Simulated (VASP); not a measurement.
The system is GaN.

```
CELL_PARAMETERS angstrom
3.18000 0.00000 0.00000
-1.59000 2.75396 0.00000
0.00000 0.00000 5.16600
ATOMIC_POSITIONS crystal
Ga 0.33333 0.66667 0.00000
Ga 0.66667 0.33333 0.50000
N 0.33333 0.66667 0.37500
N 0.66667 0.33333 0.87500
```

| Quantity | Value |
| --- | --- |
| Program | VASP 6.6.1 |
| Task | relaxation of cell and atoms |
| Functional | PBE |
| Potentials or basis | VASP PAW PBE potentials, release 64 (Ga_d, N) |
| Cutoff | 520 eV |
| k mesh | 3 × 3 × 1 |
| Occupations | gaussian, width 0.02 eV |
| Spin | no spin polarisation |

At the start: pressure 6.2 GPa; volume 11.31 Å³/atom.

Where does the relaxation end?

Over 14 steps the energy falls by 36.0 meV/atom and the volume is 11.57 Å³/atom (+2.3 %); space group P6_3mc (No. 186, to 0.05 Å).

The path:
```tsv
step	energy change (eV)	largest force (eV/Å)	pressure (GPa)	volume (Å³)
1	0.0000	0.3449	6.18	45.24
2	-0.0868	0.4242	-5.19	48.12
3	-0.0968	0.4195	-2.64	47.38
4	-0.1356	0.1782	-1.07	46.74
5	-0.1440	0.0202	0.26	46.21
6	-0.1441	0.0300	0.20	46.24
7	-0.1440	0.0340	-0.22	46.34
8	-0.1442	0.0003	-0.03	46.29
9	-0.1442	0.0005	0.03	46.28
10	-0.1442	0.0014	-0.04	46.29
11	-0.1442	0.0000	0.04	46.29
12	-0.1442	0.0012	-0.04	46.29
13	-0.1442	0.0004	0.02	46.29
14	-0.1442	0.0009	0.00	46.29
```

Final structure:
```yaml
crystal:
  lattice:
    - [3.27737, 0.00000, 0.00000]
    - [-1.63868, 2.83829, 0.00000]
    - [0.00000, 0.00000, 4.97618]
  atoms:
    - { symbol: Ga, position: [0.33333, 0.66667, 0.98947] }
    - { symbol: Ga, position: [0.66667, 0.33333, 0.48947] }
    - { symbol: N, position: [0.33333, 0.66667, 0.38553] }
    - { symbol: N, position: [0.66667, 0.33333, 0.88553] }
```

Caveat: the k mesh is coarse (spacing up to 1.22 Å⁻¹), so the values aren't converged.
